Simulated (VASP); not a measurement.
Consider the following.

```
Ta
1.0
   -1.65000     1.65000     1.65000
    1.65000    -1.65000     1.65000
    1.65000     1.65000    -1.65000
Ta
1
Cartesian
  0.00000   0.00000   0.00000
```

Computed with PBEsol GGA, VASP's PBE PAW potentials (set 64) (plane waves; VASP 6.6.1). Settings: 400 eV cut-off, 14×14×14 Γ-centred mesh, first-order Methfessel-Paxton smearing of 0.10 eV, potentials Ta_pv.

The ions, cell shape and volume are relaxed. Predict the relaxed structure.

```
Ta
1.0
   -1.64192     1.64192     1.64192
    1.64192    -1.64192     1.64192
    1.64192     1.64192    -1.64192
Ta
1
Direct
  0.00000   0.00000   0.00000
```
Space group Im-3m (229), at a tolerance of 0.03 Å.

How do energy and volume change from the first to the last step?

The energy (σ→0) changes by -2.7 meV/atom and the volume by -1.5 %, in 3 ionic steps.

The compound is Ta in the bcc structure. This run relaxes it. Symmetry was kept, so distortions that lower it aren't found.
